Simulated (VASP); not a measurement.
A run of VASP 6.6.1 is set up as follows.

Contents of INCAR:

```
PREC = Accurate ; ENCUT = 520
EDIFF = 1E-7 ; ISMEAR = 0
SIGMA = 0.1 ; LREAL = False
LASPH = True ; NELM = 120
ALGO = Normal ; ISIF = 3
LWAVE = False ; LCHARG = False
GGA = PE ; IBRION = 2
NSW = 60 ; EDIFFG = -0.005
POTIM = 0.3 ; KPAR = 4
```

File KPOINTS:

```
regular mesh
0
Gamma
  10 10 4
```

File POSCAR:

```
Ta2SiN2                                 
1.0
    3.4843928144      0.0000000000      0.0000000000
   -1.7421964072      3.0175726987     -0.0000000000
    0.0000000000      0.0000000000     12.7786571832
  Ta              Si              N             
     4     2     4
Direct
     0.6666666699999979    0.3333333300000021    0.1068289391343689
     0.3333333300000021    0.6666666699999979    0.8931710608656310
     0.3333333300000021    0.6666666699999979    0.6068289391343690
     0.6666666699999979    0.3333333300000021    0.3931710608656311
     0.0000000000000000    0.0000000000000000    0.2500000000000000
     0.0000000000000000    0.0000000000000000    0.7500000000000000
     0.6666666699999979    0.3333333300000021    0.9349008450878574
     0.3333333300000021    0.6666666699999979    0.0650991549121426
     0.3333333300000021    0.6666666699999979    0.4349008450878574
     0.6666666699999979    0.3333333300000021    0.5650991549121426
```

Potentials or basis: VASP PAW PBE potentials, release 64 (Ta_pv, Si, N).

Run with:

```console
$ cat potpaw_PBE.64/Ta_pv/POTCAR potpaw_PBE.64/Si/POTCAR potpaw_PBE.64/N/POTCAR > POTCAR
$ mpirun -np 4 vasp_std > vasp.out
```

(1) What does it give for the band gap on the k mesh?

## Answers

(1) none (metal or under the smearing width).

Caveat: the relaxation stopped at its first step, so nothing moved.
